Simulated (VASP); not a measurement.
Input:

```xyz
7
Lattice="3.8976 0.0000 0.0000 0.0000 3.8976 0.0000 0.0000 0.0000 3.8976" Properties=species:S:1:pos:R:3 pbc="T T T"
Ca     3.8976     0.0000     0.0000
B      3.1207     1.9488     1.9488
B      1.9488     0.7769     1.9488
B      1.9488     3.1207     1.9488
B      0.7769     1.9488     1.9488
B      1.9488     1.9488     3.1207
B      1.9488     1.9488     0.7769
```

Method: LDA (Ceperley-Alder, Perdew-Zunger), VASP's LDA PAW potentials (set 64) (plane waves; VASP). Numerical set-up: 620 eV cut-off, 6×6×6 Γ-centred mesh, Gaussian smearing of 0.050 eV, potentials Ca_sv B.

Energy and stress use the plane-wave basis of the starting cell.

### Question
The ions, cell shape and volume at an external pressure of 45.0 GPa are relaxed. Which structure does the run end with?

### Answer

```xyz
7
Lattice="3.8280 0.0000 0.0000 0.0000 3.8280 0.0000 0.0000 0.0000 3.8280" Properties=species:S:1:pos:R:3 pbc="T T T"
Ca     0.0000     0.0000     0.0000
B      3.0686     1.9140     1.9140
B      1.9140     0.7594     1.9140
B      1.9140     3.0686     1.9140
B      0.7594     1.9140     1.9140
B      1.9140     1.9140     3.0686
B      1.9140     1.9140     0.7594
```
Space group Pm-3m (221), at a tolerance of 0.03 Å.

### Question
How do energy and volume change from the first to the last step?

### Answer
The energy (σ→0) changes by +103.2 meV/atom and the volume by -5.3 %, in 6 ionic steps.

The compound is CaB6 in the cab6 structure. This run relaxes it under an external pressure of 45 GPa. Symmetry was kept, so distortions that lower it aren't found.
